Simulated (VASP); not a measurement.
ZnCdSeS (space group P3m1): the band gap from VASP (plane waves, PAW) at several levels of theory. Gaps are without spin-orbit coupling. Each level names its cell: its own relaxed one, PBE's, or the starting one. A gap is the smallest over the k-mesh and a band path; hybrids may have named points in place of the path, and GW has the mesh alone.

```csv
level,band gap (eV)
LDA (own cell),0.57
PBEsol (own cell),0.58
```

The cell of the LDA (own cell) run:

```
CELL_PARAMETERS angstrom
      3.96458     0.00000     0.00000
     -1.98229     3.43343     0.00000
      0.00000     0.00000     6.64650
ATOMIC_POSITIONS crystal
  Zn 0.33333 0.66667 0.98867
  Cd 0.00000 0.00000 0.51954
  Se 0.33333 0.66667 0.35086
  S  0.00000 0.00000 0.89292
```

Only levels that ran to the end are used. Left out are those held back, those with too coarse a band path, GW runs whose mesh misses a band edge, hybrids' fits of cells that aren't cubic and levels without matching references; a question may draw on a part of the rest.

The structure comes from a computed database's ZnCdSeS entry (P3m1); how it stands against other phases isn't given here.
